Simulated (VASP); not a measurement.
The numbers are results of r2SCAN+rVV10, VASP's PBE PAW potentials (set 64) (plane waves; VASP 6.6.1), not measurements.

Input for VASP

File POSCAR:
```
Ru
1.0
  1.3550000000  -2.3469290000   0.0000000000
  1.3550000000   2.3469290000   0.0000000000
  0.0000000000   0.0000000000   4.2800000000
Ru
2
direct
  0.3333330000   0.6666670000   0.2500000000
  0.6666670000   0.3333330000   0.7500000000
```

### INCAR
```
BPARAM=11.95
EDIFF=1E-6
LMIXTAU=.TRUE.
LMAXMIX=4
SYSTEM=Ru
ISIF=3
LWAVE=.FALSE.
PREC=Accurate
METAGGA=R2SCAN
NSW=60   # most ionic steps
CPARAM=0.0093
LCHARG=.FALSE.
NELM=100   # most electronic steps
LUSE_VDW=.TRUE.
LASPH=.TRUE.
ALGO=Normal   # blocked Davidson
SIGMA=0.1   # width (eV)
IBRION=2   # conjugate gradients
ISMEAR=1   # Methfessel-Paxton
ENCUT=520
EDIFFG=-0.01
LREAL=.FALSE.
```

### KPOINTS
```
kpoints
0
G
  14 14 8
```

POTCAR, in this order: Ru_pv (PBE.64 set). Program: vasp_std.

What VASP printed:

File OUTCAR:
```
 ion  position               nearest neighbor table
   1  0.333  0.667  0.250-   2 2.65   2 2.65   2 2.65   2 2.65   2 2.65   2 2.65
   2  0.667  0.333  0.750-   1 2.65   1 2.65   1 2.65   1 2.65   1 2.65   1 2.65
  LATTYP: Found a hexagonal cell.
 ALAT       =     2.7100001349
 C/A-ratio  =     1.5793357148
 Subroutine PRICEL returns:
 Original cell was already a primitive cell.
 Subroutine GETGRP returns: Found 24 space group operations
The static configuration has the point symmetry D_3d.
 The point group associated with its full space group is D_6h.
The dynamic configuration has the point symmetry D_3d.
 Subroutine INISYM returns: Found 24 space group operations
 Subroutine IBZKPT returns following result:
 Found    120 irreducible k-points:

 Following reciprocal coordinates:
            Coordinates               Weight
  0.000000  0.000000  0.000000      1.000000
  0.071429  0.000000  0.000000      6.000000
  0.142857  0.000000  0.000000      6.000000
  0.214286  0.000000  0.000000      6.000000
  0.285714  0.000000  0.000000      6.000000
  0.357143  0.000000  0.000000      6.000000
  0.428571  0.000000  0.000000      6.000000
  0.500000  0.000000  0.000000      3.000000
  0.071429  0.071429  0.000000      6.000000
  0.142857  0.071429  0.000000     12.000000
  0.214286  0.071429  0.000000     12.000000
  0.285714  0.071429  0.000000     12.000000
  0.357143  0.071429  0.000000     12.000000
  0.428571  0.071429  0.000000     12.000000
  0.142857  0.142857  0.000000      6.000000
  0.214286  0.142857  0.000000     12.000000
  0.285714  0.142857  0.000000     12.000000
  0.357143  0.142857  0.000000     12.000000
  0.428571  0.142857  0.000000      6.000000
  0.214286  0.214286  0.000000      6.000000
  0.285714  0.214286  0.000000     12.000000
  0.357143  0.214286  0.000000     12.000000
  0.285714  0.285714  0.000000      6.000000
  0.357143  0.285714  0.000000      6.000000
  0.000000  0.000000  0.125000      2.000000
  0.071429  0.000000  0.125000     12.000000
  0.142857  0.000000  0.125000     12.000000
  0.214286  0.000000  0.125000     12.000000
  0.285714  0.000000  0.125000     12.000000
  0.357143  0.000000  0.125000     12.000000
  0.428571  0.000000  0.125000     12.000000
  0.500000  0.000000  0.125000      6.000000
  0.071429  0.071429  0.125000     12.000000
  0.142857  0.071429  0.125000     24.000000
  0.214286  0.071429  0.125000     24.000000
  0.285714  0.071429  0.125000     24.000000
  0.357143  0.071429  0.125000     24.000000
  0.428571  0.071429  0.125000     24.000000
  0.142857  0.142857  0.125000     12.000000
  0.214286  0.142857  0.125000     24.000000
   k-points           NKPTS =    120   k-points in BZ     NKDIM =    120   number of bands    NBANDS=     18
   number of dos      NEDOS =    301   number of ions     NIONS =      2
   total plane-waves  NPLWV =  12800
   dimension x,y,z NGX =    20 NGY =   20 NGZ =   32
   dimension x,y,z NGXF=    40 NGYF=   40 NGZF=   64
   ions per type =               2
   PREC   = accura    normal or accurate (medium, high low for compatibility)
   ISTART =      0    job   : 0-new  1-cont  2-samecut
   ICHARG =      2    charge: 1-file 2-atom 10-const
   ISPIN  =      1    spin polarized calculation?
   LNONCOLLINEAR =      F non collinear calculations
   LSORBIT =      F    spin-orbit coupling
   INIWAV =      1    electr: 0-lowe 1-rand  2-diag
   ENCUT  =  520.0 eV  38.22 Ry    6.18 a.u.   5.04  5.04  7.96*2*pi/ulx,y,z
   NELM   =    100;   NELMIN=  2; NELMDL= -5     # of ELM steps
   EDIFF  = 0.1E-05   stopping-criterion for ELM
   LREAL  =      F    real-space projection
...
```

**OSZICAR**
```
       N       E                     dE             d eps       ncg     rms          rms(c)
DAV:   1     0.256387487730E+03    0.25639E+03   -0.18528E+04  4328   0.178E+03
DAV:   2    -0.538781298293E+02   -0.31027E+03   -0.30448E+03  4622   0.510E+02
DAV:   3    -0.610055587537E+02   -0.71274E+01   -0.69374E+01  4506   0.831E+01
DAV:   4    -0.610909624437E+02   -0.85404E-01   -0.84914E-01  5646   0.766E+00
DAV:   5    -0.610921632978E+02   -0.12009E-02   -0.12007E-02  4804   0.800E-01    0.230E+01
DAV:   6    -0.510794433120E+02    0.10013E+02   -0.12481E+01  4332   0.412E+01    0.176E+00
DAV:   7    -0.497443280982E+02    0.13351E+01   -0.55785E-01  4400   0.752E+00    0.823E-01
DAV:   8    -0.502932348674E+02   -0.54891E+00   -0.64124E-01  4342   0.660E+00    0.150E+00
DAV:   9    -0.502984318407E+02   -0.51970E-02   -0.12080E-02  4392   0.118E+00    0.767E-01
DAV:  10    -0.503666264814E+02   -0.68195E-01   -0.12744E-02  4344   0.134E+00    0.442E-01
DAV:  11    -0.503657124308E+02    0.91405E-03   -0.26984E-03  4544   0.534E-01    0.242E-01
DAV:  12    -0.503685814141E+02   -0.28690E-02   -0.77609E-03  4380   0.913E-01    0.137E-01
DAV:  13    -0.503708289817E+02   -0.22476E-02   -0.88166E-04  4394   0.302E-01    0.604E-02
DAV:  14    -0.503717890353E+02   -0.96005E-03   -0.71261E-04  4374   0.292E-01    0.212E-02
DAV:  15    -0.503716685146E+02    0.12052E-03   -0.86408E-05  4682   0.921E-02    0.303E-02
DAV:  16    -0.503718414416E+02   -0.17293E-03   -0.12036E-04  4410   0.104E-01    0.162E-02
DAV:  17    -0.503718570981E+02   -0.15656E-04   -0.21383E-05  4466   0.323E-02    0.802E-03
DAV:  18    -0.503718563645E+02    0.73357E-06   -0.26831E-07  2420   0.424E-03
   1 F= -.50371856E+02 E0= -.50371375E+02  d E =-.503719E+02
       N       E                     dE             d eps       ncg     rms          rms(c)
DAV:   1    -0.512473058442E+02   -0.87545E+00   -0.20547E+01  4352   0.563E+01    0.935E+00
DAV:   2    -0.503416522891E+02    0.90565E+00   -0.25181E+00  4338   0.172E+01    0.140E+00
DAV:   3    -0.503246289737E+02    0.17023E-01   -0.15121E-01  4426   0.410E+00    0.963E-01
DAV:   4    -0.503253281649E+02   -0.69919E-03   -0.24386E-02  4384   0.152E+00    0.438E-01
DAV:   5    -0.503313006581E+02   -0.59725E-02   -0.11294E-02  4354   0.126E+00    0.758E-02
DAV:   6    -0.503335990939E+02   -0.22984E-02   -0.65204E-03  4362   0.952E-01    0.441E-02
DAV:   7    -0.503361979661E+02   -0.25989E-02   -0.15140E-03  4390   0.449E-01    0.331E-02
DAV:   8    -0.503363148006E+02   -0.11683E-03   -0.12976E-04  5060   0.925E-02    0.114E-02
DAV:   9    -0.503363132016E+02    0.15991E-05   -0.13775E-05  4718   0.351E-02    0.353E-03
DAV:  10    -0.503363362186E+02   -0.23017E-04   -0.39669E-06  4422   0.196E-02    0.380E-03
DAV:  11    -0.503363271479E+02    0.90706E-05   -0.61662E-07  2324   0.776E-03    0.158E-03
DAV:  12    -0.503363289491E+02   -0.18011E-05   -0.39962E-07  2282   0.586E-03    0.268E-04
DAV:  13    -0.503363261571E+02    0.27919E-05   -0.48160E-08  2258   0.205E-03    0.206E-04
DAV:  14    -0.503363263798E+02   -0.22266E-06   -0.18413E-08  2250   0.111E-03
   2 F= -.50336326E+02 E0= -.50336028E+02  d E =0.355300E-01
       N       E                     dE             d eps       ncg     rms          rms(c)
DAV:   1    -0.509273263886E+02   -0.59100E+00   -0.12568E+01  4352   0.450E+01    0.571E+00
DAV:   2    -0.503724454263E+02    0.55488E+00   -0.16448E+00  4346   0.135E+01    0.122E+00
DAV:   3    -0.503670176311E+02    0.54278E-02   -0.79286E-02  4410   0.297E+00    0.469E-01
DAV:   4    -0.503676650178E+02   -0.64739E-03   -0.15248E-02  4392   0.121E+00    0.229E-01
DAV:   5    -0.503705937926E+02   -0.29288E-02   -0.95746E-03  4350   0.111E+00    0.839E-02
DAV:   6    -0.503733882341E+02   -0.27944E-02   -0.53750E-03  4358   0.828E-01    0.500E-02
DAV:   7    -0.503751194974E+02   -0.17313E-02   -0.12196E-03  4368   0.390E-01    0.284E-02
DAV:   8    -0.503752017479E+02   -0.82251E-04   -0.12814E-04  4640   0.987E-02    0.884E-03
DAV:   9    -0.503752254658E+02   -0.23718E-04   -0.16166E-05  5378   0.346E-02    0.719E-03
DAV:  10    -0.503752200255E+02    0.54403E-05   -0.20717E-06  3562   0.123E-02    0.266E-03
DAV:  11    -0.503752272143E+02   -0.71888E-05   -0.45289E-07  2310   0.611E-03    0.326E-03
DAV:  12    -0.503752177477E+02    0.94667E-05   -0.51935E-07  2260   0.787E-03    0.452E-04
DAV:  13    -0.503752192121E+02   -0.14644E-05   -0.42017E-08  2252   0.179E-03    0.163E-04
DAV:  14    -0.503752190583E+02    0.15375E-06   -0.13088E-08  2230   0.810E-04
   3 F= -.50375219E+02 E0= -.50374775E+02  d E =-.336269E-02
       N       E                     dE             d eps       ncg     rms          rms(c)
DAV:   1    -0.503752377595E+02   -0.18547E-04   -0.44553E-04  4358   0.264E-01    0.370E-02
DAV:   2    -0.503752185727E+02    0.19187E-04   -0.57691E-05  4364   0.805E-02    0.635E-03
DAV:   3    -0.503752179883E+02    0.58436E-06   -0.30567E-06  4182   0.183E-02
   4 F= -.50375218E+02 E0= -.50374774E+02  d E =-.336162E-02
       N       E                     dE             d eps       ncg     rms          rms(c)
DAV:   1    -0.503761115160E+02   -0.89294E-03   -0.37733E-02  4342   0.176E+00    0.187E-01
DAV:   2    -0.503752855373E+02    0.82598E-03   -0.11771E-03  4364   0.331E-01    0.824E-02
DAV:   3    -0.503752114621E+02    0.74075E-04   -0.49274E-04  5200   0.193E-01    0.206E-02
DAV:   4    -0.503752274686E+02   -0.16006E-04   -0.53154E-05  4396   0.754E-02    0.104E-02
DAV:   5    -0.503752356445E+02   -0.81759E-05   -0.17370E-05  4954   0.402E-02    0.796E-03
DAV:   6    -0.503752300629E+02    0.55816E-05   -0.66313E-06  4406   0.294E-02    0.185E-03
DAV:   7    -0.503752381977E+02   -0.81347E-05   -0.18245E-06  3360   0.133E-02    0.114E-03
DAV:   8    -0.503752353663E+02    0.28314E-05   -0.19112E-07  2240   0.486E-03    0.290E-04
DAV:   9    -0.503752367047E+02   -0.13384E-05   -0.23843E-08  2220   0.150E-03    0.928E-05
DAV:  10    -0.503752355632E+02    0.11415E-05   -0.93112E-09  2212   0.921E-04    0.761E-05
DAV:  11    -0.503752357937E+02   -0.23055E-06   -0.25934E-09  2208   0.323E-04
   5 F= -.50375236E+02 E0= -.50374819E+02  d E =-.178054E-04
       N       E                     dE             d eps       ncg     rms          rms(c)
DAV:   1    -0.503754170154E+02   -0.18145E-03   -0.68320E-03  4350   0.750E-01    0.793E-02
DAV:   2    -0.503752662846E+02    0.15073E-03   -0.21277E-04  4360   0.140E-01    0.352E-02
DAV:   3    -0.503752511455E+02    0.15139E-04   -0.89803E-05  5192   0.820E-02    0.877E-03
DAV:   4    -0.503752579185E+02   -0.67730E-05   -0.94581E-06  4380   0.317E-02    0.445E-03
DAV:   5    -0.503752557582E+02    0.21602E-05   -0.29496E-06  4144   0.167E-02    0.326E-03
DAV:   6    -0.503752599331E+02   -0.41749E-05   -0.11317E-06  2352   0.121E-02    0.781E-04
DAV:   7    -0.503752579122E+02    0.20209E-05   -0.30766E-07  2194   0.526E-03    0.361E-04
DAV:   8    -0.503752589057E+02   -0.99349E-06   -0.51468E-08  2196   0.235E-03
   6 F= -.50375259E+02 E0= -.50374830E+02  d E =-.409174E-04
```

**OUTCAR**
```
------------------------ aborting loop because EDIFF is reached ----------------------------------------
  FORCE on cell =-STRESS in cart. coord.  units (eV):
  Direction    XX          YY          ZZ          XY          YZ          ZX
  --------------------------------------------------------------------------------------
  Total        0.0102996      0.0102996      0.0134385      0.0000000     -0.0000000      0.0000000
  in kB        0.6126620      0.6126621      0.7993705      0.0000000     -0.0000000      0.0000000
  external PRESSURE =       0.6748982 kB  Pullay stress =       0.0000000 kB
  volume of cell :       26.93
      direct lattice vectors                 reciprocal lattice vectors
     1.351404812 -2.340701951  0.000000000     0.369985363 -0.213611135 -0.000000000
     1.351404812  2.340701951 -0.000000000     0.369985363  0.213611135 -0.000000000
     0.000000000 -0.000000000  4.257455294     0.000000000  0.000000000  0.234882091
 POSITION                                       TOTAL-FORCE (eV/Angst)
 -----------------------------------------------------------------------------------
      1.35140      0.78024      1.06436        -0.000000      0.000000      0.000000
      1.35140     -0.78024      3.19309         0.000000     -0.000000      0.000000
 -----------------------------------------------------------------------------------
    total drift:                               -0.000000      0.000505     -0.000045
  FREE ENERGIE OF THE ION-ELECTRON SYSTEM (eV)
  ---------------------------------------------------
  free  energy   TOTEN  =       -50.3752589057 eV

  energy  without entropy=      -50.3739725439  energy(sigma->0) =      -50.37483012

 reached required accuracy - stopping structural energy minimisation
```
(Selected blocks of OUTCAR.)

CONTCAR:
```
Ru
   1.00000000000000
     1.3514048123155686   -2.3407019510265901    0.0000000000000000
     1.3514048123155686    2.3407019510265901   -0.0000000000000000
     0.0000000000000000   -0.0000000000000000    4.2574552936747727
  Ru
     2
Direct
     0.3333330000000032    0.6666669999999968    0.2500000000000000
     0.6666669999999968    0.3333330000000032    0.7500000000000000
```

The compound is Ru in the hcp structure. This run relaxes it. Symmetry was kept, so distortions that lower it aren't found.
